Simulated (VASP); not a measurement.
An input for Ansatz (written as the equivalent of a VASP run, and not itself run):

Ansatz 0.2 input:
```yaml
crystal:
  lattice:
    - [-2.8250000, 2.8250000, 2.8250000]
    - [2.8250000, -2.8250000, 2.8250000]
    - [2.8250000, 2.8250000, -2.8250000]
  atoms:
    - { symbol: Rb, position: [0.0000000, 0.0000000, 0.0000000] }
kpoints:
  mp_grid: { grid: [8, 8, 8] }
hamiltonian:
  xc: pbe
  dispersion: d4
  pseudopotentials: { kind: paw }
scf:
  occupations: { method: methfessel_paxton, width: 0.1 }
  max_iter: 100
relax:
  max_steps: 60
  f_tol: 0.01
  cell: {}
output: { forces: true, stress: true, eigenvalues: true }
```

Write the VASP files for the same calculation (PBE-D4).

This is not unique; one that fits is 
### KPOINTS
```
kpoints
0
Gamma
 8 8 8
```

### INCAR
```
SYSTEM = Rb
PREC = Accurate; ENCUT = 520; LREAL = .FALSE.
LASPH = .TRUE.
EDIFF = 1E-6; NELM = 100; ALGO = Normal
LMAXMIX = 4
ISMEAR = 1; SIGMA = 0.1
GGA = PE; IVDW = 13
IBRION = 2; NSW = 60; ISIF = 3
EDIFFG = -0.01
LWAVE = .FALSE.; LCHARG = .FALSE.
```

File POSCAR:
```
Rb
1.0
 -2.8250000000   2.8250000000   2.8250000000
  2.8250000000  -2.8250000000   2.8250000000
  2.8250000000   2.8250000000  -2.8250000000
Rb
1
Cartesian
  0.0000000000   0.0000000000   0.0000000000
```

POTCAR, in this order: Rb_sv (PBE.64 set). Program: vasp_std.

What does not carry over: each code has its own PAW files, so the cut-off isn't converted (ENCUT is set for VASP's; basis.ecutwfc is left out, and Ansatz then takes the one that its files recommend); Ansatz stops its SCF on the density residual and VASP on the energy change (EDIFF).

The compound is Rb in the bcc structure. This run relaxes it. Symmetry was kept, so distortions that lower it aren't found.
